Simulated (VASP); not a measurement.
VASP ran on this input.

File KPOINTS:
```
Automatic mesh
0
Gamma
10 10 10
0 0 0
```

**INCAR**
```
SYSTEM = HfN
PREC = Accurate
ENCUT = 520
EDIFF = 1E-6
NELM = 100
ALGO = Normal
LREAL = .FALSE.
LASPH = .TRUE.
ISMEAR = 1
SIGMA = 0.1
GGA = PE
LMAXMIX = 6
LWAVE = .FALSE.
LCHARG = .FALSE.
ISIF = 2
ISPIN = 2
MAGMOM = 1.0 1.0 1.0
```

### POSCAR
```
HfN
1
    0.0000000000     2.3052000000     2.3052000000
    2.3052000000     0.0000000000     2.3052000000
    2.3052000000     2.3052000000     0.0000000000
Hf N
1 1
Direct
  0.0000000000   0.0000000000   0.0000000000
  0.5000000000   0.5000000000   0.5000000000
```

POTCAR, in this order: Hf_pv N (PBE.64 set). Program: vasp_std.

One choice in this input is risky. Which, and does it do harm here?

The risk: MAGMOM holds more values than there are atoms. Here it does no harm: the run (PBE GGA, plane waves, VASP's PBE PAW potentials (set 64)) converges to the same energy and pressure as with the safe setting.
### OSZICAR
```
       N       E                     dE             d eps       ncg     rms          rms(c)
DAV:   1     0.393111016130E+02    0.39311E+02   -0.81303E+03  2256   0.116E+03
DAV:   2    -0.218970719525E+02   -0.61208E+02   -0.57591E+02  2980   0.251E+02
DAV:   3    -0.242180291473E+02   -0.23210E+01   -0.23008E+01  2876   0.410E+01
DAV:   4    -0.242348878232E+02   -0.16859E-01   -0.16836E-01  2628   0.378E+00
DAV:   5    -0.242351040738E+02   -0.21625E-03   -0.21619E-03  2944   0.318E-01    0.442E+01
DAV:   6    -0.218111042576E+02    0.24240E+01   -0.13637E+01  2608   0.254E+01    0.377E+01
DAV:   7    -0.217347821182E+02    0.76322E-01   -0.63160E-01  2448   0.689E+00    0.251E+01
DAV:   8    -0.217179194100E+02    0.16863E-01   -0.16780E-01  2656   0.384E+00    0.633E+00
DAV:   9    -0.217070134883E+02    0.10906E-01   -0.38505E-02  2508   0.171E+00    0.862E-01
DAV:  10    -0.217040627070E+02    0.29508E-02   -0.17224E-03  2632   0.414E-01    0.787E-01
DAV:  11    -0.217040328911E+02    0.29816E-04   -0.46858E-04  2836   0.200E-01    0.839E-02
DAV:  12    -0.217039630395E+02    0.69852E-04   -0.44427E-05  2636   0.719E-02    0.250E-02
DAV:  13    -0.217039628637E+02    0.17580E-06   -0.14833E-06  1844   0.131E-02
   1 F= -.21703963E+02 E0= -.21703712E+02  d E =-.751968E-03  mag=    -0.0001
```

The compound is HfN in the rock salt structure. The cell was not relaxed at this level.
